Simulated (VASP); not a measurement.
The system is Si2P.

```
Si P
1.0
     3.01640    0.00000    0.00000
     0.00000    3.01640    0.00000
     0.00000    0.00000   10.74176
Si P
4 2
Direct
  0.00000 0.00000 0.81518
  0.00000 0.00000 0.18482
  0.00000 0.00000 0.50000
  0.50000 0.50000 0.00000
  0.50000 0.50000 0.33637
  0.50000 0.50000 0.66363
```

The cell was built by a generator and needn't be a form met in nature.

```yaml
Program: VASP 6.6.1
Task: relaxation of cell and atoms
Functional: PBE
Potentials_or_basis: VASP PAW PBE potentials, release 64 (Si, P)
Cutoff: 520 eV
k_mesh: 6 × 6 × 2
Occupations: gaussian, width 0.15 eV
Spin: no spin polarisation
```

At the start: pressure -6.9 GPa; volume 16.29 Å³/atom.

Task: Where does the relaxation end?

Result: Over 15 steps the energy falls by 123.1 meV/atom and the volume is 14.47 Å³/atom (-11.2 %); space group P4/mmm (No. 123, to 0.05 Å).

The path:
```csv
step,energy change (eV),largest force (eV/Å),pressure (GPa),volume (Å³)
1,0.0000,0.1432,-6.87,97.74
2,-0.3658,0.2416,-0.43,88.14
3,-0.3881,0.3053,1.66,85.94
4,-0.5072,0.3722,2.07,86.07
5,-0.5442,0.4190,1.69,86.09
6,-0.6551,0.2290,1.25,86.06
7,-0.6547,0.4398,1.53,85.65
8,-0.6875,0.3592,0.96,85.82
9,-0.7033,0.2679,1.17,85.97
10,-0.7050,0.2982,1.09,85.93
11,-0.7053,0.2859,1.15,85.94
12,-0.7163,0.2200,-1.01,87.92
13,-0.7248,0.2014,-0.63,87.67
14,-0.7333,0.1223,-0.25,87.31
15,-0.7384,0.0328,0.45,86.79
```

Final structure:
```
Si P
1.0
     3.09972    0.00000    0.00000
     0.00000    3.09972    0.00000
     0.00000    0.00000    9.03304
Si P
4 2
Direct
  0.00000 0.00000 0.82007
  0.00000 0.00000 0.17993
  0.00000 0.00000 0.50000
  0.50000 0.50000 0.00000
  0.50000 0.50000 0.32680
  0.50000 0.50000 0.67320
```
